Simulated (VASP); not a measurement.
Consider the following.

```
CELL_PARAMETERS angstrom
      2.10329    -3.64300     0.00000
      2.10329     3.64300     0.00000
      0.00000     0.00000     4.93806
ATOMIC_POSITIONS crystal
  Se 0.00000 0.22879 0.66667
  Se 0.77121 0.77121 0.00000
  Se 0.22879 0.00000 0.33333
```

Method: r2SCAN+rVV10, VASP's PBE PAW potentials (set 64) (plane waves; VASP). Run with 520 eV cut-off, 6×6×5 Γ-centred mesh, Gaussian smearing of 0.050 eV, potentials Se.

### Question
The ions and cell shape at fixed volume are relaxed. Which structure does the run end with?

### Answer

```
CELL_PARAMETERS angstrom
      2.07682    -3.59715     0.00000
      2.07682     3.59715     0.00000
      0.00000     0.00000     5.06474
ATOMIC_POSITIONS crystal
  Se 0.00000 0.23678 0.66667
  Se 0.76322 0.76322 0.00000
  Se 0.23678 0.00000 0.33333
```
Space group P3_121 (152), at a tolerance of 0.03 Å.

### Question
How much energy does the relaxation gain?

### Answer
The energy (σ→0) changes by -14.0 meV/atom, in 7 ionic steps.

| step | E(σ→0) (eV) | max force (eV/Å) | pressure (GPa) | volume (Å³) |
|---|---|---|---|---|
| 1 | -42.4188 | 0.609 | 4.28 | 75.67 |
| 2 | -42.4571 | 0.090 | 2.02 | 75.67 |
| 3 | -42.4590 | 0.048 | 1.38 | 75.67 |
| 4 | -42.4590 | 0.036 | 1.44 | 75.67 |
| 5 | -42.4602 | 0.022 | 1.39 | 75.67 |
| 6 | -42.4609 | 0.010 | 1.27 | 75.67 |
| 7 | -42.4610 | 0.004 | 1.30 | 75.67 |

The compound is Se in the trig structure. This cell is one point of a volume scan, at 0.94 of the reference volume. Symmetry was kept, so distortions that lower it aren't found.
